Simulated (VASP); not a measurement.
Given:

```
Te
1.0
    2.19954    -3.78120     0.00000
    2.19954     3.78120     0.00000
    0.00000     0.00000     5.96971
Te
3
Direct
  0.00000   0.26300   0.66667
  0.73700   0.73700   0.00000
  0.27672   0.01372   0.33333
```

These are PBE GGA, VASP's PBE PAW potentials (set 64) (plane waves; VASP) values and carry that method's errors. Settings: 375 eV cut-off, 5×5×4 Γ-centred mesh, Gaussian smearing of 0.050 eV, potentials Te.

Q: What does the run give for the energy per atom (σ→0), pressure, largest force?

A: 
```json
{
 "energy per atom (σ→0)": "-3.122 eV/atom",
 "pressure": "2.89 GPa",
 "largest_force": "0.476 eV/Å"
}
```

Only differences to runs with the same potentials and settings are physical.

The compound is Te in the trig structure. The cell was not relaxed at this level, atoms are displaced from their ideal sites. The run is one of a series of settings (ENCUT = 375 against the base run), some of them coarse on purpose.
